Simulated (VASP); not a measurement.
A convergence study with VASP on AlN (zinc blende): a few settings are varied, all else stays as given below, so the limit is that of these other settings. The cell's lengths are 1 % over those of the tabulated start and one atom is moved, so it is off equilibrium.

```
AlN
1.0
    0.00000     2.21190     2.21190
    2.21190     0.00000     2.21190
    2.21190     2.21190     0.00000
Al N
1 1
Direct
  0.00000   0.00000   0.00000
  0.23630   0.26370   0.26370
```

These are LDA (Ceperley-Alder, Perdew-Zunger), VASP's LDA PAW potentials (set 64) (plane waves; VASP) values and carry that method's errors. The last row used: 900 eV cut-off, 8×8×8 Γ-centred mesh, Gaussian smearing of 0.050 eV, potentials Al N_h.

Gaps are read on the run's mesh, which can miss a band edge. Energies of different potentials or hybrids have different zeros.

| setting | E (eV/atom) | pressure (GPa) | gap on the mesh (eV) | plane waves |
|---|---|---|---|---|
| ENCUT = 300, POTCAR Al N | -8.1480 | -30.72 | 3.027 | 266 |
| ENCUT = 520, POTCAR Al N | … | … | … | 604 |
| ENCUT = 900, POTCAR Al N | -8.1602 | -9.62 | 3.050 | 1363 |
| ENCUT = 300, POTCAR Al_GW N | -8.1655 | -30.90 | 3.031 | 266 |
| ENCUT = 400, POTCAR Al_GW N | -8.1681 | -13.38 | 3.053 | 411 |
| ENCUT = 520, POTCAR Al_GW N | -8.1686 | -10.02 | 3.049 | 604 |
| ENCUT = 700, POTCAR Al_GW N | -8.1702 | -10.16 | 3.050 | 941 |
| ENCUT = 900, POTCAR Al_GW N | -8.1709 | -9.98 | 3.050 | 1363 |
| ENCUT = 300, POTCAR Al_sv_GW N | -7.3449 | -201.46 | 3.014 | 266 |
| ENCUT = 400, POTCAR Al_sv_GW N | -8.1348 | -24.70 | 3.056 | 411 |
| ENCUT = 520, POTCAR Al_sv_GW N | -8.1561 | -9.84 | 3.051 | 604 |
| ENCUT = 700, POTCAR Al_sv_GW N | -8.1582 | -10.44 | 3.052 | 941 |
| ENCUT = 900, POTCAR Al_sv_GW N | -8.1601 | -9.68 | 3.052 | 1363 |
| ENCUT = 300, POTCAR Al N_s | -8.1540 | -10.51 | 3.054 | 266 |
| ENCUT = 400, POTCAR Al N_s | -8.1568 | -9.78 | 3.053 | 411 |
| ENCUT = 520, POTCAR Al N_s | … | … | 3.054 | 604 |
| ENCUT = 700, POTCAR Al N_s | -8.1604 | -9.62 | 3.054 | 941 |
| ENCUT = 900, POTCAR Al N_s | -8.1606 | -9.61 | 3.054 | 1363 |
| ENCUT = 300, POTCAR Al N_h | -7.6687 | -89.75 | 2.511 | 266 |
| ENCUT = 400, POTCAR Al N_h | -7.8216 | -64.06 | 2.841 | 411 |
| ENCUT = 520, POTCAR Al N_h | -8.0648 | -34.01 | 2.960 | 604 |
| ENCUT = 700, POTCAR Al N_h | -8.1503 | -14.30 | 3.051 | 941 |
| ENCUT = 900, POTCAR Al N_h | -8.1593 | -9.92 | 3.051 | 1363 |

Q: What belongs in the gaps?

A: 
- ENCUT = 520, POTCAR Al N, E (eV/atom): -8.1579
- ENCUT = 520, POTCAR Al N, pressure (GPa): -9.65
- ENCUT = 520, POTCAR Al N, gap on the mesh (eV): 3.048
- ENCUT = 520, POTCAR Al N_s, E (eV/atom): -8.1598
- ENCUT = 520, POTCAR Al N_s, pressure (GPa): -9.73

Left out are rungs that failed or repeat a setting and relaxations that didn't move; long series are thinned to 24 rows.

The compound is AlN in the zinc blende structure, a metastable form; wurtzite is the usual one. The cell was not relaxed at this level, it is distorted from the ideal structure.
